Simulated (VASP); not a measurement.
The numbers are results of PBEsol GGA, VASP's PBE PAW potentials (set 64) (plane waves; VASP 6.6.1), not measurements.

The input files of a VASP run:

KPOINTS:
```
Automatic mesh
0
Gamma
2 2 2
0 0 0
```

**INCAR**
```
SYSTEM = CsGeI3
PREC = Accurate
ENCUT = 300
EDIFF = 1E-6
NELM = 100
ALGO = Normal
LREAL = .FALSE.
LASPH = .TRUE.
ISMEAR = 0
SIGMA = 0.01
GGA = PS
LMAXMIX = 4
LWAVE = .FALSE.
LCHARG = .FALSE.
ISIF = 3
IBRION = 2
NSW = 50
EDIFFG = -0.01
```

POSCAR:
```
CsGeI3
1
    4.3533650000    -4.2241850000     0.0000000000
    4.3533650000     4.2241850000     0.0000000000
   -0.3242650000     0.0000000000     6.1194950000
Cs Ge I
1 1 3
Direct
  0.9109700000   0.9092650000   0.5899940000
  0.3713490000   0.3719520000   0.1335870000
  0.4124800000   0.4136100000   0.5786960000
  0.9192890000   0.4050850000   0.0937260000
  0.4099130000   0.9240890000   0.0919960000
```

POTCAR, in this order: Cs_sv Ge_d I (PBE.64 set). Program: vasp_std.

What VASP printed:

**OUTCAR**
```
 ion  position               nearest neighbor table
   1  0.911  0.909  0.590-
   2  0.371  0.372  0.134-   5 2.72   3 2.73   4 2.75
   3  0.412  0.414  0.579-   2 2.73
   4  0.919  0.405  0.094-   2 2.75
   5  0.410  0.924  0.092-   2 2.72
  LATTYP: Found a base centered monoclinic cell.
 ALAT       =     8.7067300000
 B/A-ratio  =     0.9703264027
 C/A-ratio  =     0.7038325746
 COS(beta)  =    -0.0529146143
 Subroutine PRICEL returns:
 Original cell was already a primitive cell.
 Subroutine GETGRP returns: Found  1 space group operations
The static configuration has the point symmetry C_1 .
The dynamic configuration has the point symmetry C_1 .
 Subroutine INISYM returns: Found  1 space group operations
 Subroutine IBZKPT returns following result:
 Found      8 irreducible k-points:

 Following reciprocal coordinates:
            Coordinates               Weight
  0.000000  0.000000  0.000000      1.000000
  0.500000  0.000000  0.000000      1.000000
  0.000000  0.500000  0.000000      1.000000
  0.500000  0.500000  0.000000      1.000000
  0.000000  0.000000  0.500000      1.000000
  0.500000  0.000000  0.500000      1.000000
  0.000000  0.500000  0.500000      1.000000
  0.500000  0.500000  0.500000      1.000000
   k-points           NKPTS =      8   k-points in BZ     NKDIM =      8   number of bands    NBANDS=     26
   number of dos      NEDOS =    301   number of ions     NIONS =      5
   total plane-waves  NPLWV =  46656
   dimension x,y,z NGX =    36 NGY =   36 NGZ =   36
   dimension x,y,z NGXF=    72 NGYF=   72 NGZF=   72
   ions per type =               1   1   3
   PREC   = accura    normal or accurate (medium, high low for compatibility)
   ISTART =      0    job   : 0-new  1-cont  2-samecut
   ICHARG =      2    charge: 1-file 2-atom 10-const
   ISPIN  =      1    spin polarized calculation?
   LNONCOLLINEAR =      F non collinear calculations
   LSORBIT =      F    spin-orbit coupling
   INIWAV =      1    electr: 0-lowe 1-rand  2-diag
   ENCUT  =  300.0 eV  22.05 Ry    4.70 a.u.   8.57  8.57  8.65*2*pi/ulx,y,z
   NELM   =    100;   NELMIN=  2; NELMDL= -5     # of ELM steps
   EDIFF  = 0.1E-05   stopping-criterion for ELM
   LREAL  =      F    real-space projection
   NLSPLINE    = F    spline interpolate recip. space projectors
   LMAXMIX     =    4 max onsite mixed and CHGCAR
   VOSKOWN=      0    Vosko Wilk Nusair interpolation
   EDIFFG = -.1E-01   stopping-criterion for IOM
   NSW    =     50    number of steps for IOM
   NBLOCK =      1;   KBLOCK =     50    inner block; outer block
   IBRION =      2    ionic relax: 0-MD 1-quasi-New 2-CG
   NFREE  =      1    steps in history (QN), initial steepest desc. (CG)
   ISIF   =      3    stress and relaxation
   ISYM   =      2    0-nonsym 1-usesym 2-fastsym
   TEIN   =    0.0    initial temperature
   TEBEG  =    0.0;   TEEND  =   0.0 temperature during run
   SMASS  =  -3.00    Nose mass-parameter (am)
   PSTRESS=    0.0 pullay stress
   NELECT =      44.0000    total number of electrons
   EFERMI =   0.00;   METHOD = LEGACY
   ISMEAR =     0;   SIGMA  =   0.01  broadening in eV -4-tet -1-fermi 0-gaus
   IALGO  =     38    algorithm
   LDIAG  =      T    sub-space diagonalisation (order eigenvalues)
   IMIX   =      4    mixing-type and parameters
     AMIX     =   0.40;   BMIX     =  1.00
     AMIX_MAG =   1.60;   BMIX_MAG =  1.00
     AMIN     =   0.10
   GGA     = PS    functional components
   VOSKOWN =     0    Vosko Wilk Nusair interpolation
   LHFCALC =     F    Hartree Fock is set to
   LHFONE  =     F    Hartree Fock one center treatment
   AEXX    =    0.0000 exact exchange contribution
...
```

**OSZICAR**
```
...
DAV:   1    -0.147863946043E+02   -0.68307E-02   -0.87866E-01   440   0.531E+00    0.566E-01
DAV:   2    -0.147834875595E+02    0.29070E-02   -0.28443E-02   508   0.127E+00    0.294E-01
DAV:   3    -0.147809872798E+02    0.25003E-02   -0.35860E-03   662   0.410E-01    0.114E-01
DAV:   4    -0.147807441913E+02    0.24309E-03   -0.84303E-04   648   0.206E-01    0.301E-02
DAV:   5    -0.147807552760E+02   -0.11085E-04   -0.10448E-04   456   0.701E-02    0.191E-02
DAV:   6    -0.147807583007E+02   -0.30247E-05   -0.72088E-06   512   0.204E-02    0.857E-03
DAV:   7    -0.147807596713E+02   -0.13706E-05   -0.15877E-06   344   0.899E-03    0.130E-03
DAV:   8    -0.147807598443E+02   -0.17302E-06   -0.23488E-07   260   0.434E-03
  41 F= -.14780760E+02 E0= -.14780760E+02  d E =-.284574E-02
       N       E                     dE             d eps       ncg     rms          rms(c)
DAV:   1    -0.147824604654E+02   -0.17008E-02   -0.25393E-01   432   0.293E+00    0.194E-01
DAV:   2    -0.147824150480E+02    0.45417E-04   -0.92392E-03   498   0.677E-01    0.102E-01
DAV:   3    -0.147821453826E+02    0.26967E-03   -0.61343E-04   604   0.163E-01    0.481E-02
DAV:   4    -0.147820958162E+02    0.49566E-04   -0.99762E-05   516   0.695E-02    0.282E-02
DAV:   5    -0.147820923551E+02    0.34611E-05   -0.13274E-05   516   0.277E-02    0.999E-03
DAV:   6    -0.147820919543E+02    0.40078E-06   -0.21427E-06   354   0.114E-02
  42 F= -.14782092E+02 E0= -.14782092E+02  d E =-.133211E-02
       N       E                     dE             d eps       ncg     rms          rms(c)
DAV:   1    -0.147883397726E+02   -0.62474E-02   -0.22953E+00   434   0.899E+00    0.582E-01
DAV:   2    -0.147884124592E+02   -0.72687E-04   -0.87945E-02   498   0.212E+00    0.306E-01
DAV:   3    -0.147860384420E+02    0.23740E-02   -0.55359E-03   596   0.488E-01    0.146E-01
DAV:   4    -0.147855700381E+02    0.46840E-03   -0.95661E-04   516   0.221E-01    0.843E-02
DAV:   5    -0.147855465403E+02    0.23498E-04   -0.11466E-04   516   0.810E-02    0.323E-02
DAV:   6    -0.147855443262E+02    0.22141E-05   -0.19667E-05   530   0.328E-02    0.103E-02
DAV:   7    -0.147855449669E+02   -0.64068E-06   -0.29063E-06   432   0.157E-02
  43 F= -.14785545E+02 E0= -.14785545E+02  d E =-.478512E-02
       N       E                     dE             d eps       ncg     rms          rms(c)
DAV:   1    -0.148088569239E+02   -0.23313E-01   -0.93740E+00   498   0.187E+01    0.114E+00
DAV:   2    -0.148020309999E+02    0.68259E-02   -0.25858E-01   486   0.340E+00    0.637E-01
DAV:   3    -0.147917922709E+02    0.10239E-01   -0.17129E-02   536   0.891E-01    0.286E-01
DAV:   4    -0.147898581260E+02    0.19341E-02   -0.34469E-03   524   0.368E-01    0.160E-01
DAV:   5    -0.147897493749E+02    0.10875E-03   -0.47303E-04   564   0.153E-01    0.628E-02
DAV:   6    -0.147897558822E+02   -0.65073E-05   -0.42766E-05   484   0.463E-02    0.161E-02
DAV:   7    -0.147897581164E+02   -0.22342E-05   -0.31302E-06   420   0.121E-02    0.566E-03
DAV:   8    -0.147897589633E+02   -0.84695E-06   -0.98136E-07   300   0.654E-03
  44 F= -.14789759E+02 E0= -.14789759E+02  d E =-.899912E-02
       N       E                     dE             d eps       ncg     rms          rms(c)
DAV:   1    -0.148446004911E+02   -0.54842E-01   -0.38659E+01   496   0.408E+01    0.231E+00
DAV:   2    -0.148335540990E+02    0.11046E-01   -0.11432E+00   480   0.741E+00    0.131E+00
DAV:   3    -0.147951314935E+02    0.38423E-01   -0.63375E-02   524   0.168E+00    0.627E-01
DAV:   4    -0.147851485897E+02    0.99829E-02   -0.17260E-02   498   0.778E-01    0.312E-01
DAV:   5    -0.147847269768E+02    0.42161E-03   -0.18895E-03   540   0.311E-01    0.151E-01
DAV:   6    -0.147847491640E+02   -0.22187E-04   -0.22691E-04   500   0.937E-02    0.414E-02
DAV:   7    -0.147847605499E+02   -0.11386E-04   -0.22724E-05   506   0.416E-02    0.121E-02
DAV:   8    -0.147847640222E+02   -0.34723E-05   -0.48452E-06   422   0.126E-02    0.514E-03
DAV:   9    -0.147847644996E+02   -0.47735E-06   -0.51696E-07   286   0.500E-03
  45 F= -.14784764E+02 E0= -.14784764E+02  d E =-.400466E-02
       N       E                     dE             d eps       ncg     rms          rms(c)
DAV:   1    -0.148206638368E+02   -0.35900E-01   -0.22356E+01   436   0.262E+01    0.188E+00
DAV:   2    -0.148196550567E+02    0.10088E-02   -0.77678E-01   470   0.572E+00    0.996E-01
DAV:   3    -0.147949900228E+02    0.24665E-01   -0.52919E-02   550   0.199E+00    0.491E-01
DAV:   4    -0.147906323176E+02    0.43577E-02   -0.90637E-03   604   0.582E-01    0.254E-01
DAV:   5    -0.147902966095E+02    0.33571E-03   -0.10510E-03   514   0.234E-01    0.824E-02
DAV:   6    -0.147903190684E+02   -0.22459E-04   -0.12980E-04   486   0.872E-02    0.340E-02
DAV:   7    -0.147903234745E+02   -0.44061E-05   -0.12245E-05   536   0.229E-02    0.979E-03
DAV:   8    -0.147903253789E+02   -0.19044E-05   -0.22534E-06   406   0.111E-02    0.305E-03
DAV:   9    -0.147903256406E+02   -0.26167E-06   -0.34600E-07   268   0.402E-03
  46 F= -.14790326E+02 E0= -.14790326E+02  d E =-.956580E-02
       N       E                     dE             d eps       ncg     rms          rms(c)
DAV:   1    -0.147906448598E+02   -0.31948E-03   -0.16231E-02   434   0.689E-01    0.312E-02
DAV:   2    -0.147906809142E+02   -0.36054E-04   -0.50780E-04   466   0.140E-01    0.162E-02
DAV:   3    -0.147906775341E+02    0.33801E-05   -0.18006E-05   606   0.300E-02    0.110E-02
DAV:   4    -0.147906752873E+02    0.22469E-05   -0.41746E-06   404   0.185E-02    0.311E-03
DAV:   5    -0.147906754061E+02   -0.11882E-06   -0.13417E-06   286   0.779E-03
  47 F= -.14790675E+02 E0= -.14790675E+02  d E =-.349765E-03
       N       E                     dE             d eps       ncg     rms          rms(c)
DAV:   1    -0.147914352774E+02   -0.75999E-03   -0.14603E-01   434   0.206E+00    0.943E-02
DAV:   2    -0.147917596822E+02   -0.32440E-03   -0.45628E-03   466   0.419E-01    0.480E-02
DAV:   3    -0.147917290542E+02    0.30628E-04   -0.16309E-04   608   0.919E-02    0.325E-02
DAV:   4    -0.147917084676E+02    0.20587E-04   -0.38150E-05   540   0.560E-02    0.925E-03
DAV:   5    -0.147917092636E+02   -0.79600E-06   -0.12015E-05   474   0.220E-02    0.540E-03
DAV:   6    -0.147917093145E+02   -0.50829E-07   -0.75197E-07   238   0.861E-03
  48 F= -.14791709E+02 E0= -.14791709E+02  d E =-.138367E-02
       N       E                     dE             d eps       ncg     rms          rms(c)
DAV:   1    -0.147926071698E+02   -0.89791E-03   -0.58410E-01   434   0.413E+00    0.188E-01
DAV:   2    -0.147939141334E+02   -0.13070E-02   -0.18334E-02   474   0.827E-01    0.967E-02
DAV:   3    -0.147937855524E+02    0.12858E-03   -0.61816E-04   600   0.181E-01    0.660E-02
DAV:   4    -0.147937017099E+02    0.83843E-04   -0.15350E-04   526   0.109E-01    0.189E-02
DAV:   5    -0.147937044589E+02   -0.27490E-05   -0.49546E-05   490   0.461E-02    0.108E-02
DAV:   6    -0.147937046779E+02   -0.21896E-06   -0.32957E-06   384   0.159E-02
  49 F= -.14793705E+02 E0= -.14793705E+02  d E =-.337904E-02
       N       E                     dE             d eps       ncg     rms          rms(c)
DAV:   1    -0.147929108481E+02    0.79361E-03   -0.23364E+00   434   0.827E+00    0.380E-01
DAV:   2    -0.147982300464E+02   -0.53192E-02   -0.74299E-02   480   0.166E+00    0.194E-01
DAV:   3    -0.147976891520E+02    0.54089E-03   -0.23366E-03   582   0.359E-01    0.133E-01
DAV:   4    -0.147973512665E+02    0.33789E-03   -0.61646E-04   528   0.223E-01    0.391E-02
DAV:   5    -0.147973610353E+02   -0.97688E-05   -0.20487E-04   514   0.938E-02    0.214E-02
DAV:   6    -0.147973618682E+02   -0.83288E-06   -0.12644E-05   492   0.301E-02    0.167E-02
DAV:   7    -0.147973623720E+02   -0.50381E-06   -0.27366E-06   328   0.109E-02
  50 F= -.14797362E+02 E0= -.14797362E+02  d E =-.703673E-02
```

File OUTCAR:
```
------------------------ aborting loop because EDIFF is reached ----------------------------------------
  FORCE on cell =-STRESS in cart. coord.  units (eV):
  Direction    XX          YY          ZZ          XY          YZ          ZX
  --------------------------------------------------------------------------------------
  Total       -0.5340095     -0.6162119     -0.4831281     -0.0306229     -0.0490526      0.0227064
  in kB       -3.6773600     -4.2434323     -3.3269748     -0.2108790     -0.3377922      0.1563638
  external PRESSURE =      -3.7492557 kB  Pullay stress =       0.0000000 kB
  volume of cell :      232.66
      direct lattice vectors                 reciprocal lattice vectors
     4.798043140 -4.315462300 -0.250872565     0.103842498 -0.117003609  0.012617754
     4.453945873  3.948295785 -0.043114443     0.113283431  0.125556597  0.006792408
    -0.553495261  0.168456214  6.117278753     0.005057050 -0.003913455  0.164036713
 POSITION                                       TOTAL-FORCE (eV/Angst)
 -----------------------------------------------------------------------------------
      7.74462     -0.17750      3.54552        -0.009185      0.013158     -0.007975
      3.25405      0.11968      0.68697         0.010597     -0.008282     -0.074344
      3.77122     -0.14528      3.33686         0.004188      0.006534      0.032000
      6.02349     -2.36281      0.40976        -0.041219     -0.048074      0.060843
      6.36104      1.70626      0.23437         0.035619      0.036663     -0.010525
 -----------------------------------------------------------------------------------
    total drift:                                0.001959     -0.002239      0.001056
  FREE ENERGIE OF THE ION-ELECTRON SYSTEM (eV)
  ---------------------------------------------------
  free  energy   TOTEN  =       -14.7973623720 eV

  energy  without entropy=      -14.7973623720  energy(sigma->0) =      -14.79736237
```
(Selected blocks of OUTCAR.)

**CONTCAR**
```
CsGeI3
   1.00000000000000
     4.7980431395196961   -4.3154623004639037   -0.2508725652269798
     4.4539458731379193    3.9482957852460716   -0.0431144425150985
    -0.5534952609362642    0.1684562142097238    6.1172787529957464
  Cs              Ge              I
     1     1     3
Direct
     0.8697249810835894    0.8791334736006489    0.6214547207258602
     0.3325738789516401    0.3883230951499069    0.1286765648375083
     0.4507151636149780    0.4316409790263740    0.5670076330705789
     0.9071221237728757    0.3884777723225807    0.1069235491884052
     0.4638648525769224    0.9364256799004878    0.0639365321776420
```

stdout:
```
...
 ZBRENT: can't locate minimum, use default step
 trial-energy change:   -0.000350  1 .order   -0.000349   -0.000351   -0.000347
 step:   0.1199(harm=  2.4475)  dis= 0.00541  next Energy=   -14.804647 (dE=-0.143E-01)
 bond charge predicted
       N       E                     dE             d eps       ncg     rms          rms(c)
DAV:   1    -0.147914352774E+02   -0.75999E-03   -0.14603E-01   434   0.206E+00    0.943E-02
DAV:   2    -0.147917596822E+02   -0.32440E-03   -0.45628E-03   466   0.419E-01    0.480E-02
DAV:   3    -0.147917290542E+02    0.30628E-04   -0.16309E-04   608   0.919E-02    0.325E-02
DAV:   4    -0.147917084676E+02    0.20587E-04   -0.38150E-05   540   0.560E-02    0.925E-03
DAV:   5    -0.147917092636E+02   -0.79600E-06   -0.12015E-05   474   0.220E-02    0.540E-03
DAV:   6    -0.147917093145E+02   -0.50829E-07   -0.75197E-07   238   0.861E-03
  48 F= -.14791709E+02 E0= -.14791709E+02  d E =-.138367E-02
 curvature:  -2.01 expect dE=-0.214E-01 dE for cont linesearch -0.973E-03
 ZBRENT: increasing intervall
 opt :   0.2998  next Energy=   -14.793691 (dE=-0.337E-02)
 bond charge predicted
       N       E                     dE             d eps       ncg     rms          rms(c)
DAV:   1    -0.147926071698E+02   -0.89791E-03   -0.58410E-01   434   0.413E+00    0.188E-01
DAV:   2    -0.147939141334E+02   -0.13070E-02   -0.18334E-02   474   0.827E-01    0.967E-02
DAV:   3    -0.147937855524E+02    0.12858E-03   -0.61816E-04   600   0.181E-01    0.660E-02
DAV:   4    -0.147937017099E+02    0.83843E-04   -0.15350E-04   526   0.109E-01    0.189E-02
DAV:   5    -0.147937044589E+02   -0.27490E-05   -0.49546E-05   490   0.461E-02    0.108E-02
DAV:   6    -0.147937046779E+02   -0.21896E-06   -0.32957E-06   384   0.159E-02
  49 F= -.14793705E+02 E0= -.14793705E+02  d E =-.337904E-02
 curvature:  -4.09 expect dE=-0.410E-01 dE for cont linesearch -0.178E-02
 ZBRENT: increasing intervall
 opt :   0.6596  next Energy=   -14.797347 (dE=-0.702E-02)
 bond charge predicted
       N       E                     dE             d eps       ncg     rms          rms(c)
DAV:   1    -0.147929108481E+02    0.79361E-03   -0.23364E+00   434   0.827E+00    0.380E-01
DAV:   2    -0.147982300464E+02   -0.53192E-02   -0.74299E-02   480   0.166E+00    0.194E-01
DAV:   3    -0.147976891520E+02    0.54089E-03   -0.23366E-03   582   0.359E-01    0.133E-01
DAV:   4    -0.147973512665E+02    0.33789E-03   -0.61646E-04   528   0.223E-01    0.391E-02
DAV:   5    -0.147973610353E+02   -0.97688E-05   -0.20487E-04   514   0.938E-02    0.214E-02
DAV:   6    -0.147973618682E+02   -0.83288E-06   -0.12644E-05   492   0.301E-02    0.167E-02
DAV:   7    -0.147973623720E+02   -0.50381E-06   -0.27366E-06   328   0.109E-02
  50 F= -.14797362E+02 E0= -.14797362E+02  d E =-.703673E-02
 curvature:  -8.36 expect dE=-0.802E-01 dE for cont linesearch -0.281E-02
 ZBRENT: increasing intervall
 opt :   1.3792  next Energy=   -14.803185 (dE=-0.129E-01)
```

The run did not converge; its last values are not results.

The run did not end as a converged relaxation. At this cut-off the stress carries a Pulay error, which pulls relaxed volumes low. Energy and stress use the plane-wave basis of the starting cell.

The structure comes from a computed database's CsGeI3 entry; how it stands against other phases isn't given here. In the starting cell atoms are displaced from their ideal sites. This run relaxes it. The k-mesh is coarse (spacing up to 0.53 per Å, 2π included), so the numbers may not be converged in it. The run is one of a series of settings (EDIFFG = -0.01, IBRION = 2, ISIF = 3, NSW = 50 against the base run), some of them coarse on purpose.
